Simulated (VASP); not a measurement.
Here is the system:

```xyz
3
Lattice="1.9233 -3.3313 0.0000 1.9233 3.3313 0.0000 0.0000 0.0000 4.8950" Properties=species:S:1:pos:R:3 pbc="T T T"
Pt     0.0000     0.0000     0.0000
Se     1.9233     1.1104     1.3044
Se     1.9233    -1.1104     3.5906
```

The numbers are results of PBE GGA with D3 dispersion (Becke-Johnson damping), VASP's PBE PAW potentials (set 64) (plane waves; VASP), not measurements. Settings: 520 eV cut-off, 9×9×7 Γ-centred mesh, first-order Methfessel-Paxton smearing of 0.10 eV, potentials Pt Se.

Task: The ions and cell shape at fixed volume are relaxed. Give the cell that the relaxation ends in.

Result: 
```xyz
3
Lattice="1.8911 -3.2755 0.0000 1.8911 3.2755 0.0000 0.0000 0.0000 5.0631" Properties=species:S:1:pos:R:3 pbc="T T T"
Pt     1.8911    -3.2755     0.0000
Se     1.8911     1.0918     1.2880
Se     1.8911    -1.0918     3.7752
```
Space group P-3m1 (164), at a tolerance of 0.03 Å.

Task: How much energy does the relaxation gain?

Result: The energy (σ→0) changes by -16.2 meV/atom, in 6 ionic steps.

The compound is PtSe2 in the 1T layered structure. This cell is one point of a volume scan, at 1.06 of the reference volume. Symmetry was kept, so distortions that lower it aren't found.
